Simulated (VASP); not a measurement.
Given:

```xyz
2
Lattice="1.4668 -2.5405 0.0000 1.4668 2.5405 0.0000 0.0000 0.0000 4.6451" Properties=species:S:1:pos:R:3 pbc="T T T"
Ti     1.4668     0.8468     1.1613
Ti     1.4668    -0.8468     3.4838
```

Method: RPBE GGA, VASP's PBE PAW potentials (set 64) (plane waves; VASP). Numerical set-up: 520 eV cut-off, 14×14×8 Γ-centred mesh, first-order Methfessel-Paxton smearing of 0.10 eV, potentials Ti_sv.

**Question.** Estimate the energy per atom (σ→0), pressure, band gap (on the k-mesh) with the smallest direct gap where there is one.

**Answer.** 
```yaml
band gap (on the k-mesh): none (metal, semimetal or under 0.01 eV)
energy per atom (σ→0): -7.434 eV/atom
pressure: 3.39 GPa
```

The absolute energy has meaning only against runs of the same code, potentials and settings.

The compound is Ti in the hcp structure. This cell is one point of a volume scan, at 0.97 of the reference volume.
